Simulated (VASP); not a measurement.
VASP ran on this input.

### INCAR
```
LMIXTAU = .TRUE.
ISIF = 3   # ions, shape and volume
SYSTEM = Ti
PREC = Accurate
LCHARG = .FALSE.
IBRION = 2   # conjugate gradients
LASPH = .TRUE.   # aspherical one-centre terms
EDIFFG = -0.01   # ionic stop
LMAXMIX = 4   # l cut-off of mixed one-centre charges
ALGO = Normal
LWAVE = .FALSE.
CPARAM = 0.0093
LUSE_VDW = .TRUE.
METAGGA = R2SCAN
LREAL = .FALSE.   # projection in real space or not
SIGMA = 0.1   # width (eV)
BPARAM = 11.95
ISMEAR = 1   # Methfessel-Paxton
EDIFF = 1E-6
NELM = 100
NSW = 60   # most ionic steps
ENCUT = 400
```

### POSCAR
```
Ti
1
   -1.6410000000     1.6410000000     1.6410000000
    1.6410000000    -1.6410000000     1.6410000000
    1.6410000000     1.6410000000    -1.6410000000
Ti
1
Direct
  0.0000000000   0.0000000000   0.0000000000
```

**KPOINTS**
```
Automatic mesh
0
gamma
 14 14 14
0 0 0
```

POTCAR, in this order: Ti_sv (PBE.64 set). Program: vasp_std.

Task: Translate this r2SCAN+rVV10 calculation to Ansatz.

Result: One equivalent input (not run):
Ansatz 0.2 input:
```yaml
crystal:
  lattice:
    - [-1.6410000, 1.6410000, 1.6410000]
    - [1.6410000, -1.6410000, 1.6410000]
    - [1.6410000, 1.6410000, -1.6410000]
  atoms:
    - { symbol: Ti, position: [0.0000000, 0.0000000, 0.0000000] }
kpoints:
  mp_grid: { grid: [14, 14, 14] }
hamiltonian:
  xc: r2scan
  dispersion: rvv10
  pseudopotentials: { kind: paw }
scf:
  occupations: { method: methfessel_paxton, width: 0.1 }
  max_iter: 100
relax:
  max_steps: 60
  f_tol: 0.01
  cell: {}
output: { forces: true, stress: true, eigenvalues: true }
```
Limits of the translation: each code has its own PAW files, so the cut-off isn't converted (ENCUT is set for VASP's; basis.ecutwfc is left out, and Ansatz then takes the one that its files recommend); Ansatz stops its SCF on the density residual and VASP on the energy change (EDIFF).

The structure comes from a measured Ti entry (Im-3m) of the Crystallography Open Database, whose conditions weren't checked. This run relaxes it. Symmetry was kept, so distortions that lower it aren't found.
